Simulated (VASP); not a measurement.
Computed with MS2 meta-GGA, VASP's PBE PAW potentials (set 64) (plane waves; VASP).

VASP ran on this input.

**KPOINTS**
```
Regular mesh
0
gamma
8 8 8
```

POSCAR:
```
Ni3Fe
1.0
  3.4905369507   0.0000000000   0.0000000000
  0.0000000000   3.4905369507   0.0000000000
  0.0000000000   0.0000000000   3.4905369507
Fe Ni
1 3
Cartesian
  0.0000000000   0.0000000000   0.0000000000
  0.0000000000   1.7452684754   1.7452684754
  1.7452684754   0.0000000000   1.7452684754
  1.7452684754   1.7452684754   0.0000000000
```

INCAR:
```
SYSTEM = Ni3Fe
PREC = Accurate
ENCUT = 520
EDIFF = 1E-6
NELM = 100
ALGO = Normal
LREAL = .FALSE.
LASPH = .TRUE.
ISMEAR = 1
SIGMA = 0.1
METAGGA = MS2
LMIXTAU = .TRUE.
LMAXMIX = 4
ISPIN = 2
MAGMOM = 3.0 0.7 0.7 0.7
LORBIT = 10
LWAVE = .FALSE.
LCHARG = .FALSE.
IBRION = 2
ISIF = 3
NSW = 60
EDIFFG = -0.02
```

POTCAR, in this order: Fe Ni (PBE.64 set). Program: vasp_std.

Question: Estimate the energy per atom (σ→0), cell moment, volume per atom, band gap (on the k-mesh).

Answer: 
```yaml
energy per atom (σ→0): -8.836 eV/atom
cell_moment: 5.29 μB
band gap (on the k-mesh): none (metal, semimetal or under 0.01 eV)
volume_per_atom: 10.65 Å^3/atom
```

### OSZICAR
```
...
DAV:   4    -0.353442322020E+02    0.66268E-03   -0.23112E-03  4278   0.888E-01    0.921E-02
DAV:   5    -0.353441743874E+02    0.57815E-04   -0.26022E-04  4340   0.170E-01    0.398E-02
DAV:   6    -0.353441518199E+02    0.22568E-04   -0.35139E-05  5486   0.121E-01    0.380E-02
DAV:   7    -0.353441329288E+02    0.18891E-04   -0.18850E-05  5460   0.109E-01    0.160E-02
DAV:   8    -0.353441511176E+02   -0.18189E-04   -0.78183E-06  3584   0.379E-02    0.179E-02
DAV:   9    -0.353441411954E+02    0.99223E-05   -0.30630E-06  2790   0.532E-02    0.318E-03
DAV:  10    -0.353441415501E+02   -0.35473E-06   -0.57646E-07  1862   0.129E-02
   3 F= -.35344142E+02 E0= -.35343738E+02  d E =0.405163E-04  mag=     5.2924
```

The compound is Ni3Fe in the L1_2 structure. This run relaxes it. Symmetry was kept, so distortions that lower it aren't found. The start is the result of an earlier pass.
